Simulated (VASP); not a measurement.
A run of VASP 6.6.1:

INCAR

```
SYSTEM = MgO
PREC = Accurate ; ENCUT = 600
EDIFF = 1E-7 ; ISMEAR = 0
SIGMA = 0.03 ; LREAL = .False.
LASPH = .True. ; NELM = 80
ALGO = Normal ; ISIF = 3
LWAVE = .False. ; LCHARG = .False.
GGA = PS ; IBRION = 2
NSW = 90 ; EDIFFG = -0.005
PSTRESS = 43.0
```

File KPOINTS:

```
regular mesh
0
Gamma
  12 12 12
  0 0 0
```

POSCAR

```
MgO                                     
1.0
   -0.0000000000      2.0861707210      2.0861707210
    2.0861707210      0.0000000000      2.0861707210
    2.0861707210      2.0861707210     -0.0000000000
  Mg              O             
     1     1
Direct
     0.0000000000000000    0.0000000000000000    0.0000000000000000
     0.5000000000000000    0.5000000000000000    0.5000000000000000
```

Potentials or basis: VASP PAW PBE potentials, release 64 (Mg, O).

Launch:

```bash
$ cat potpaw_PBE.64/Mg/POTCAR potpaw_PBE.64/O/POTCAR > POTCAR
$ mpirun -np 1 vasp_std > vasp.out
```

Hardware: 1 thread of AMD EPYC 7R13 Processor (Zen 3), with other jobs on the host.

Problem. Estimate the wall time of this run.

Solution. Run time: 11 s on 1 thread of AMD EPYC 7R13 Processor (Zen 3), with other jobs on the host, peak memory 0.12 GiB. Counts: scf iterations 12, k points 72, ion steps 1.
